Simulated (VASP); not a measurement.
```
Be2C
1.0
    0.00000     2.15964     2.15964
    2.15964     0.00000     2.15964
    2.15964     2.15964     0.00000
Be C
2 1
Cartesian
  1.07982   1.07982   1.07982
  3.23945   3.23945   3.23945
  0.00000   0.00000   0.00000
```

These are PBE GGA with D3 dispersion (Becke-Johnson damping), VASP's PBE PAW potentials (set 64) (plane waves; VASP) values and carry that method's errors. Run with 520 eV cut-off, 9×9×9 Γ-centred mesh, Gaussian smearing of 0.050 eV, potentials Be C.

**Question.** Estimate the energy per atom (σ→0), pressure.

**Answer.** 
The energy per atom (σ→0) is -6.133 eV/atom and the pressure comes out as -5.94 GPa.

The compound is Be2C in the antifluorite structure. This cell is one point of a volume scan, at 1.03 of the reference volume.
